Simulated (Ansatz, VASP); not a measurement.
**Ge (amorphous Ge): VASP beside Ansatz**

Aim: how closely do two programs agree when they are given the same cell, functional and k mesh? Of the first pair: The structure shown is the start of the Ansatz relaxation below; VASP solves that cell, so the two are compared at the walk's first step.

Program: Ansatz 0.2.0. Level of theory: plane waves, with VASP 6.6.1 beside it; PBE. Results are calculated unless marked as measured.

### 1. Starting point

The cell holds 61 atoms: 61 Ge. Cell: a = 9.799 Å, b = 12.022 Å, c = 11.381 Å, α = 89.4°, β = 88.1°, γ = 90.0°. As first built, before any earlier steps moved the atoms or strained the cell (in the runner's words): 61 atoms (61 Ge) placed at random at 5.23 g/cm^3, melted at 3500 K for 10 ps at fixed volume with the Tersoff potential (Tersoff, Phys. Rev. B 39, 5566 (1989)). Quenched from 3500 K to 300 K at 6 K/ps and fixed volume, annealed at 1300 K for 20 ps, held 5 ps.

### 2. Ansatz: relaxation, PBE

Ansatz runs on its PAW soft_1 files.

The two programs are compared at the cell with which this relaxation starts, whose forces are those of its first step.

The input, input.yaml:

```yaml
crystal:
  lattice:
    - [9.79738, 0.00411, 0.17636]
    - [0.00411, 12.02147, 0.05959]
    - [0.17636, 0.05959, 11.37979]
  atoms:
    - { symbol: Ge, position: [0.99459, 0.10833, 0.01213] }
    - { symbol: Ge, position: [0.03292, 0.42693, 0.72931] }
    - { symbol: Ge, position: [0.08806, 0.02504, 0.8264] }
    - { symbol: Ge, position: [0.72655, 0.92198, 0.76371] }
    - { symbol: Ge, position: [0.99737, 0.97585, 0.39881] }
    - { symbol: Ge, position: [0.79397, 0.3997, 0.78583] }
    - { symbol: Ge, position: [0.69549, 0.13629, 0.54059] }
    - { symbol: Ge, position: [0.47847, 0.77555, 0.34418] }
    - { symbol: Ge, position: [0.20688, 0.57568, 0.18988] }
    - { symbol: Ge, position: [0.01111, 0.44916, 0.51708] }
    - { symbol: Ge, position: [0.56245, 0.52739, 0.56504] }
    - { symbol: Ge, position: [0.3351, 0.37359, 0.33663] }
    - { symbol: Ge, position: [0.68083, 0.58062, 0.73988] }
    - { symbol: Ge, position: [0.45091, 0.35943, 0.65927] }
    - { symbol: Ge, position: [0.83007, 0.70196, 0.42708] }
    - { symbol: Ge, position: [0.50705, 0.96494, 0.10308] }
    - { symbol: Ge, position: [0.22912, 0.30561, 0.75234] }
    - { symbol: Ge, position: [0.43595, 0.49443, 0.17571] }
    - { symbol: Ge, position: [0.02172, 0.81262, 0.53848] }
    - { symbol: Ge, position: [0.44087, 0.07712, 0.93942] }
    - { symbol: Ge, position: [0.6257, 0.94456, 0.58013] }
    - { symbol: Ge, position: [0.48319, 0.40149, 0.9932] }
    - { symbol: Ge, position: [0.62878, 0.20595, 0.3463] }
    - { symbol: Ge, position: [0.38901, 0.92342, 0.63766] }
    - { symbol: Ge, position: [0.06613, 0.56694, 0.87309] }
    - { symbol: Ge, position: [0.46299, 0.51488, 0.81766] }
    - { symbol: Ge, position: [0.21982, 0.04074, 0.33808] }
    - { symbol: Ge, position: [0.54387, 0.77737, 0.02449] }
    - { symbol: Ge, position: [0.11885, 0.15049, 0.6614] }
    - { symbol: Ge, position: [0.18476, 0.76916, 0.12614] }
    - { symbol: Ge, position: [0.42752, 0.2461, 0.4763] }
    - { symbol: Ge, position: [0.3091, 0.94775, 0.83883] }
    - { symbol: Ge, position: [0.84143, 0.46983, 0.13396] }
    - { symbol: Ge, position: [0.76092, 0.16293, 0.03019] }
    - { symbol: Ge, position: [0.92347, 0.98375, 0.18426] }
    - { symbol: Ge, position: [0.18656, 0.22993, 0.26616] }
    - { symbol: Ge, position: [0.27539, 0.64434, 0.79801] }
    - { symbol: Ge, position: [0.65216, 0.25128, 0.7105] }
    - { symbol: Ge, position: [0.69063, 0.86897, 0.3889] }
    - { symbol: Ge, position: [0.25704, 0.75308, 0.61079] }
    - { symbol: Ge, position: [0.77994, 0.50494, 0.45891] }
    - { symbol: Ge, position: [0.94557, 0.79887, 0.09811] }
    - { symbol: Ge, position: [0.6585, 0.10061, 0.85426] }
    - { symbol: Ge, position: [0.82412, 0.65481, 0.21447] }
    - { symbol: Ge, position: [0.13545, 0.26388, 0.06628] }
    - { symbol: Ge, position: [0.99612, 0.28546, 0.39437] }
    - { symbol: Ge, position: [0.29685, 0.07879, 0.5324] }
    - { symbol: Ge, position: [0.32031, 0.77708, 0.9455] }
    - { symbol: Ge, position: [0.79135, 0.35988, 0.31003] }
    - { symbol: Ge, position: [0.07269, 0.46118, 0.05978] }
    - { symbol: Ge, position: [0.93732, 0.73915, 0.89641] }
    - { symbol: Ge, position: [0.96213, 0.87935, 0.73699] }
    - { symbol: Ge, position: [0.69682, 0.74589, 0.86364] }
    - { symbol: Ge, position: [0.7247, 0.3632, 0.98897] }
    - { symbol: Ge, position: [0.93825, 0.1364, 0.52325] }
    - { symbol: Ge, position: [0.32894, 0.25464, 0.94209] }
    - { symbol: Ge, position: [0.68242, 0.03628, 0.22647] }
    - { symbol: Ge, position: [0.19744, 0.53228, 0.39783] }
    - { symbol: Ge, position: [0.57623, 0.66094, 0.19227] }
    - { symbol: Ge, position: [0.38149, 0.64095, 0.47482] }
    - { symbol: Ge, position: [0.33048, 0.89322, 0.23432] }
kpoints:
  mp_grid: { grid: [1, 1, 1] }
hamiltonian:
  xc: pbe
  pseudopotentials: { kind: paw, azcp: { folder: soft_1 } }
scf:
  occupations: { method: gaussian, width: 0.05 }
output:
  forces: true
  eigenvalues: true
  stress: true
relax:
  f_tol: 0.05
  max_steps: 70
```

Launch:

```bash
$ ansatz run input.yaml --threads 4 --pin off --max-ram 8192MiB --backend cpu --events-out ev --progress --plain --runs-dir out
```

Numbers of over 12 decimals in the logs are rounded to 6 here.

What it wrote:

```text
Warning: output.stress: scf.convergence.dr2_threshold = 1e-7 eV (the SCF's general default) is looser than the 6.1e-9 eV advised for a printed stress (1e-10 eV for each atom of the cell: 61). What an SCF threshold leaves in a stress goes as its square root, and in the free energy as the threshold itself, and one threshold admits the most on a small cell: [figures from the program's tests cut] Every solve of this run  [...]
Engine: ansatz 0.2.0, aarch64-unknown-linux-gnu
Pseudopotentials: kind: paw
Pseudopotential: Ge, paw, valence charge 14, recommended cutoff 420 eV (normal), soft_1/Ge.paw.azcp
Functional definition: PBE
  parameter kappa = 0.804
  parameter beta = 0.066725
  exchange = pbe_x(kappa = kappa, mu = beta*pi^2/3)
  correlation = pbe_c(beta = beta)
Crystal: 61 atoms, lattice volume = 1339.890 Å³
Basis set: ecut = 420 eV, 26209 PW (Γ), exchange–correlation on 144×162×160 points (8 copies of the dense FFT grid, shifted against one another)
Bands: 513, of which v1, the nominal top of the filled ones, is band 427 counted from 1 (426 counted from 0)
Symmetry: 1 space group operations
Space group: P1 (ITA 1), of the structure as read, at distance tolerance 1.1e-4 Å
k-points: 1
Non-local potential: Ge, projectors of the file, l = 0: 2, l = 1: 2, l = 2: 3, l = 3: 1
PAW form: soft (Blöchl's): semilocal exchange-correlation on the pseudo side does not see the compensation charge
PAW one-centre angular grid: Ge, 590 points (default); XC on 64 Gauss nodes
Initial density: superposition of atomic densities (chi_scale 0.1, normalization cell)
Initial wavefunctions: pseudopotential atomic-orbital guess
Functional: x = pbe(κ = 0.804, μ = 0.219515), c = pbe(β = 0.066725)
SCF iter   1: F=—  HF=-261984.529243 eV  |F-HF|=—  |Δ(HF+E_count)|=         —  Δρ=3.47e-2  dr2=1.53e1  ethr=3.10e-3  ⟨swp⟩=6.0  Hψ=1849  notcnv=0
preconditioner: auto → Resta (q_TF=auto, 2.531 Å⁻¹)  ε∞=2.8  [insulator: Δε(μ)=0.670 eV  Ē_g=22.386 eV  σ=0.050 eV  W_gap=1.00  n_scr=364 (ndim 8)  ℏωp=29.6 eV  f_vac=0.025  D(μ)=0.00/eV (n_scr^D=0)  ε∞_Penn≈2.8]
SCF iter   2: F=—  HF=-261983.126152 eV  |F-HF|=—  |Δ(HF+E_count)|=    1.40e0  Δρ=2.00e-2  dr2=4.83e0  ethr=1.80e-3  ⟨swp⟩=2.0  Hψ=595  notcnv=0  defer=81
SCF iter   3: F=—  HF=-261983.073678 eV  |F-HF|=—  |Δ(HF+E_count)|=   5.25e-2  Δρ=5.23e-3  dr2=3.67e0  ethr=5.66e-4  ⟨swp⟩=3.0  Hψ=572  notcnv=0  defer=81
SCF iter   4: F=—  HF=-261982.634067 eV  |F-HF|=—  |Δ(HF+E_count)|=   4.40e-1  Δρ=1.75e-3  dr2=2.52e-1  ethr=4.29e-4  ⟨swp⟩=3.0  Hψ=514  notcnv=0  defer=81
SCF iter   5: F=—  HF=-261982.627773 eV  |F-HF|=—  |Δ(HF+E_count)|=   6.29e-3  Δρ=9.62e-4  dr2=2.68e-2  ethr=2.95e-5  ⟨swp⟩=1.0  Hψ=590  notcnv=0  defer=81
SCF iter   6: F=—  HF=-261982.641923 eV  |F-HF|=—  |Δ(HF+E_count)|=   1.42e-2  Δρ=4.65e-4  dr2=1.12e-2  ethr=3.14e-6  ⟨swp⟩=2.0  Hψ=527  notcnv=0  defer=81
SCF iter   7: F=—  HF=-261982.645400 eV  |F-HF|=—  |Δ(HF+E_count)|=   3.48e-3  Δρ=2.09e-4  dr2=3.07e-3  ethr=1.32e-6  ⟨swp⟩=2.0  Hψ=519  notcnv=0  defer=81
SCF iter   8: F=—  HF=-261982.646060 eV  |F-HF|=—  |Δ(HF+E_count)|=   6.60e-4  Δρ=8.89e-5  dr2=3.49e-4  ethr=3.59e-7  ⟨swp⟩=2.0  Hψ=516  notcnv=0  defer=81
SCF iter   9: F=—  HF=-261982.646249 eV  |F-HF|=—  |Δ(HF+E_count)|=   1.89e-4  Δρ=3.82e-5  dr2=4.99e-5  ethr=4.09e-8  ⟨swp⟩=2.0  Hψ=858  notcnv=0  defer=81
SCF iter  10: F=-261982.646305 eV  HF=-261982.646302 eV  |F-HF|=3.68e-6  |Δ(HF+E_count)|=   5.23e-5  Δρ=1.94e-5  dr2=1.73e-5  ethr=5.84e-9  ⟨swp⟩=10.0  Hψ=2206  notcnv=0
SCF 1 converged in 10 iterations: F = -261982.646305 eV  dr2 = 1.73e-5
  greatest PAW one-centre occupation: 0.998 electrons in one spin orbital (limit 2), on the Ge atom at site 30 (counted from 0), in its partial waves of l = 2
relax step   1: F+E_penalty+E_count = -261982.64630529 eV  Δ(F+E_penalty+E_count) = +0.000e0 eV  max|allowed force component| = 4.346e-1 eV/Å  Δτ_max = 0.0000 Å  (10 SCF iters, dr2 threshold 6.25e-5 eV, accepted)
Initial density: handed on by an earlier stage of this run
Initial wavefunctions: those handed on with the density
[...]
--- Relaxed structure (12 steps of the walk, 12 accepted, 0 SCFs on fresh bases) ---
  F+E_penalty+E_count = -261983.29382417 eV   max|allowed force component| = 4.631e-2 eV/Å
  atoms:
    - { symbol: Ge, position: [0.995352, 0.107266, 0.012413] }
    - { symbol: Ge, position: [0.048390, 0.422058, 0.726126] }
    - { symbol: Ge, position: [0.070270, 0.020379, 0.824875] }
    - { symbol: Ge, position: [0.720289, 0.915196, 0.760534] }
    - { symbol: Ge, position: [0.982347, 0.967052, 0.400176] }
    - { symbol: Ge, position: [0.813831, 0.381821, 0.783328] }
    - { symbol: Ge, position: [0.670376, 0.141999, 0.529507] }
    - { symbol: Ge, position: [0.478508, 0.773951, 0.349645] }
    - { symbol: Ge, position: [0.212156, 0.579773, 0.190191] }
    - { symbol: Ge, position: [0.010786, 0.451776, 0.516293] }
    - { symbol: Ge, position: [0.547872, 0.521411, 0.592606] }
    - { symbol: Ge, position: [0.340719, 0.367662, 0.333656] }
    - { symbol: Ge, position: [0.775197, 0.578590, 0.710590] }
    - { symbol: Ge, position: [0.457266, 0.343141, 0.661155] }
    - { symbol: Ge, position: [0.826932, 0.700034, 0.431935] }
    - { symbol: Ge, position: [0.497936, 0.975556, 0.116670] }
    - { symbol: Ge, position: [0.237036, 0.298992, 0.754019] }
    - { symbol: Ge, position: [0.446873, 0.496764, 0.170565] }
    - { symbol: Ge, position: [0.019660, 0.801952, 0.532169] }
    - { symbol: Ge, position: [0.442255, 0.084715, 0.943668] }
    - { symbol: Ge, position: [0.613604, 0.948092, 0.577703] }
    - { symbol: Ge, position: [0.497944, 0.423189, 0.973690] }
    - { symbol: Ge, position: [0.598316, 0.215469, 0.309490] }
    - { symbol: Ge, position: [0.377254, 0.926183, 0.640824] }
[...]
- { symbol: Ge, position: [0.734251, 0.365909, 0.986601] }
    - { symbol: Ge, position: [0.918672, 0.135139, 0.517322] }
    - { symbol: Ge, position: [0.340352, 0.267383, 0.943790] }
    - { symbol: Ge, position: [0.685609, 0.034441, 0.234236] }
    - { symbol: Ge, position: [0.200401, 0.529540, 0.397344] }
    - { symbol: Ge, position: [0.591326, 0.658453, 0.200905] }
    - { symbol: Ge, position: [0.384021, 0.634942, 0.480865] }
    - { symbol: Ge, position: [0.320447, 0.887223, 0.240009] }
```

### 3. VASP: single point, PBE, start cell, pair 1

The same cell, functional, mesh and smearing now go to VASP, with its own data sets.

Lines of VASP's logs that name or quote its potential files are left out, and so is its time.

The input, INCAR:

```
SYSTEM = Ge
PREC = Accurate
ENCUT = 410
EDIFF = 1E-06
NELM = 120
ISMEAR = 0
SIGMA = 0.05
LREAL = Auto
ALGO = Normal
GGA = PE
NBANDS = 496
LORBIT = 11
LWAVE = .FALSE.
LCHARG = .FALSE.
ISIF = 2
LASPH = .TRUE.
GGA_COMPAT = .FALSE.
EFERMI = MIDGAP
NCORE = 2
```

The input, POSCAR:

```
Ge
1.0
    9.7973800000      0.0041100000      0.1763600000
    0.0041100000     12.0214700000      0.0595900000
    0.1763600000      0.0595900000     11.3797900000
Ge
61
Direct
    0.9945940137      0.1083302945      0.0121301006
    0.0329194997      0.4269282652      0.7293063986
    0.0880595517      0.0250379361      0.8264017005
    0.7265537623      0.9219841310      0.7637068825
    0.9973743458      0.9758486955      0.3988080832
    0.7939743703      0.3997023060      0.7858278949
    0.6954921691      0.1362917897      0.5405918188
    0.4784659582      0.7755477311      0.3441805916
    0.2068763758      0.5756812358      0.1898813983
    0.0111112895      0.4491581700      0.5170811656
    0.5624545870      0.5273911892      0.5650436667
    0.3350994954      0.3735868544      0.3366265821
    0.6808278511      0.5806205568      0.7398756938
    0.4509117558      0.3594286580      0.6592704126
    0.8300683575      0.7019639637      0.4270798593
    0.5070492501      0.9649380019      0.1030841640
    0.2291185083      0.3056137336      0.7523408725
    0.4359511969      0.4944268571      0.1757108655
    0.0217195279      0.8126229937      0.5384761353
    0.4408735961      0.0771209937      0.9394243560
    0.6256985051      0.9445565634      0.5801307130
    0.4831893682      0.4014924592      0.9931958136
    0.6287782916      0.2059464962      0.3463013209
    0.3890067070      0.9234230806      0.6376627333
    0.0661291218      0.5669440527      0.8730875765
    0.4629892744      0.5148765442      0.8176570673
    0.2198249318      0.0407396270      0.3380821615
    0.5438685080      0.7773679512      0.0244872703
    0.1188519093      0.1504889839      0.6613981136
    0.1847628829      0.7691591596      0.1261430153
    0.4275211941      0.2460980183      0.4763038142
    0.3090998478      0.9477496273      0.8388301322
    0.8414335527      0.4698309927      0.1339574412
    0.7609182691      0.1629312719      0.0301934728
    0.9234674038      0.9837502921      0.1842578474
    0.1865616897      0.2299280379      0.2661557523
    0.2753913752      0.6443400405      0.7980143530
    0.6521604665      0.2512821711      0.7104973884
    0.6906276824      0.8689691753      0.3889016431
    0.2570366191      0.7530814818      0.6107927208
    0.7799423859      0.5049422572      0.4589065222
    0.9455706056      0.7988679855      0.0981067862
    0.6584953953      0.1006106884      0.8542576235
    0.8241167108      0.6548061537      0.2144713460
    0.1354470043      0.2638773379      0.0662831314
    0.9961210251      0.2854564053      0.3943670093
    0.2968531242      0.0787885733      0.5323957623
    0.3203057978      0.7770797688      0.9455011636
    0.7913486825      0.3598788488      0.3100314299
    0.0726889763      0.4611781154      0.0597813289
    0.9373190973      0.7391467594      0.8964092174
    0.9621255758      0.8793540462      0.7369924072
    0.6968212471      0.7458881198      0.8636416957
    0.7247032219      0.3631992482      0.9889680123
    0.9382466117      0.1364028854      0.5232524132
    0.3289354914      0.2546368108      0.9420925280
    0.6824182140      0.0362767517      0.2264705229
    0.1974354791      0.5322794668      0.3978335053
    0.5762331186      0.6609403279      0.1922698128
    0.3814924859      0.6409480436      0.4748177156
    0.3304765708      0.8932167803      0.2343180642
```

The input, KPOINTS:

```
Automatic mesh
0
Gamma
1 1 1
0 0 0
```

Potentials, in the order of the species: Ge_d (PBE family, release 64).

Launch:

```bash
$ mpirun -np 8 vasp_gam
```

What it wrote:

```text
[banner, memory and clock lines left out]
running    8 mpi-ranks, on    1 nodes
[...]
LDA part: xc-table for (Slater+PW92), standard interpolation
 POSCAR, INCAR and KPOINTS ok, starting setup
[...]
entering main loop
       N       E                     dE             d eps       ncg     rms          rms(c)
DAV:   1     0.165003200269E+05    0.16500E+05   -0.30129E+05  1008   0.494E+03
DAV:   2     0.389108218881E+04   -0.12609E+05   -0.12135E+05   992   0.110E+03
DAV:   3     0.531065493191E+03   -0.33600E+04   -0.32215E+04   992   0.307E+02
DAV:   4    -0.191509644596E+03   -0.72258E+03   -0.66791E+03  1096   0.133E+02
[...]
DAV:  17    -0.263863799742E+03   -0.27589E-05   -0.21701E-05  1400   0.342E-02    0.227E-03
DAV:  18    -0.263863802225E+03   -0.24828E-05   -0.23536E-05   904   0.164E-02    0.209E-03
DAV:  19    -0.263863802293E+03   -0.68219E-07   -0.22401E-06   664   0.124E-02
   1 F= -.26386380E+03 E0= -.26386380E+03  d E =-.670780E-16
```

From OUTCAR (step 3):

```text
  Total       58.1354559     58.3917691     58.2769339      0.7144207      0.8352280     -0.3877881
  in kB       69.5156150     69.8221022     69.6847877      0.8542704      0.9987259     -0.4636986
  external PRESSURE =      69.6741683 kB  Pullay stress =       0.0000000 kB

 POSITION                                       TOTAL-FORCE (eV/Angst)
 -----------------------------------------------------------------------------------
      9.74700      1.30710      0.31990         0.275980     -0.139972     -0.115111
      0.45290      5.17590      8.33060         0.059166     -0.092497     -0.092466
      1.00860      0.35060      9.42130        -0.270113      0.116040      0.261796
      7.25680     11.13210      8.87390        -0.168570      0.188722      0.125171
      9.84600     11.75900      4.77240        -0.271068     -0.288119     -0.060687
      7.91910      4.85510      9.10640         0.141411     -0.020280     -0.105307
      6.90990      1.67350      6.28260        -0.084023      0.010889      0.016153
      4.75160      9.34570      4.04730        -0.054255      0.189017      0.211487
      2.06270      6.93270      2.23160        -0.192898      0.187182     -0.087117
      0.20190      5.43040      5.91300         0.066506      0.237393      0.232392
      5.61240      6.37600      6.56070        -0.137968      0.057440     -0.326542
      3.34400      4.51250      3.91210         0.184155      0.029756      0.041004
      6.80320      7.02680      8.57430         0.426358      0.368698     -0.015284
      4.53550      4.36200      7.60330        -0.143305      0.002592     -0.044547
[...]
-----------------------------------------------------------------------------------
    total drift:                               -0.002450     -0.005157     -0.000041

  FREE ENERGIE OF THE ION-ELECTRON SYSTEM (eV)
  ---------------------------------------------------
  free  energy   TOTEN  =      -263.8638022928 eV

  energy  without entropy=     -263.8638022928  energy(sigma->0) =     -263.86380229

[... 3 further parts left out ...]
[key lines of the parts left out:]
E-fermi :   5.0117
```

The run ends at a pressure of 6.97 GPa, with forces up to 0.56 eV/Å.

### 4. Comparison

Known differences besides the potentials themselves: the cutoff is 420 eV in Ansatz and 410 eV in VASP (PREC = Accurate, projectors in real space). Total energies have different zeros and are not compared.

Forces on 9 of the 61 atoms, those with the largest forces and the largest differences (eV/Å; atoms numbered as in POSCAR):

| atom | Ansatz x, y, z | VASP x, y, z |
| --- | --- | --- |
| Ge3 | -0.272, 0.119, 0.267 | -0.270, 0.116, 0.262 |
| Ge5 | -0.278, -0.290, -0.061 | -0.271, -0.288, -0.061 |
| Ge13 | 0.435, 0.367, -0.017 | 0.426, 0.369, -0.015 |
| Ge15 | 0.206, 0.117, 0.329 | 0.204, 0.113, 0.329 |
| Ge34 | -0.226, 0.126, 0.372 | -0.220, 0.124, 0.365 |
| Ge40 | -0.286, 0.049, 0.062 | -0.280, 0.046, 0.055 |
| Ge43 | 0.329, -0.097, -0.217 | 0.321, -0.096, -0.212 |
| Ge49 | -0.266, -0.137, -0.252 | -0.263, -0.135, -0.252 |
| Ge60 | 0.156, -0.243, 0.058 | 0.151, -0.235, 0.059 |

The forces differ by 3.2 meV/Å r.m.s., which is 2.0 % of the r.m.s. force of 0.162 eV/Å (both taken over all components).

### 5. Ansatz: relaxation, PBE

This run makes the geometry at which the two programs are then compared.

The structure compared here is the end of the Ansatz relaxation.

This is the run of step 2 again, met here at its other cell.

(Continued in part 2 of 2.)

[Lines on the potential files, build, host, timing and source positions are cut from VASP's logs without a mark.]

[Logs are printed without paths, hosts, clocks, repeated set-up lines and the standing remarks that a program may print on its own settings, such as how far it seeks lower states.]

[Hosts, paths, dates, database ids (printed as entryN), source tags and the programs' standing remarks are cut or masked in the printed files.]
